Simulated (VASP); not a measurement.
Here is the system:

```xyz
2
Lattice="0.0000 3.1527 3.1527 3.1527 0.0000 3.1527 3.1527 3.1527 0.0000" Properties=species:S:1:pos:R:3 pbc="T T T"
Cu     0.0000     0.0000     0.0000
I      1.5764     1.5764     1.5764
```

All values below come from vdW-DF2, VASP's PBE PAW potentials (set 64) (plane waves; VASP 6.6.1). Numerical set-up: 520 eV cut-off, Gaussian smearing of 0.050 eV, potentials Cu I.

Unless said otherwise, spin-orbit coupling is left out, though it shifts the bands of the heavy elements here.

### Question
Give the energies of bands 2 to 12 at the high-symmetry points, in eV from the valence-band maximum.

### Answer

```csv
band,Γ,X,U,L,W
2,-3.06,-4.79,-4.53,-4.78,-4.41
3,-3.06,-3.16,-3.70,-3.05,-3.80
4,-3.06,-3.16,-3.11,-3.05,-3.23
5,-1.47,-1.49,-1.57,-1.45,-1.52
6,-1.47,-1.43,-1.45,-1.45,-1.48
7,0.00,-1.41,-1.36,-1.42,-1.41
8,0.00,-1.18,-1.20,-0.55,-1.29
9,0.00,-1.18,-0.98,-0.55,-0.99
10,0.77,2.89,3.14,2.02,4.03
11,5.12,2.98,4.45,5.58,4.70
12,5.12,8.39,7.27,5.58,5.95
```

The gap is direct, 0.77 eV, from the valence maximum at Γ to the conduction minimum at Γ.

Measured: gap 3.12 eV (computed value off by -2.35 eV), as given by Abedi et al., (2022), arXiv:2211.14644.

The compound is CuI in the zinc blende structure. It was relaxed first, which changed the volume by +13 %.
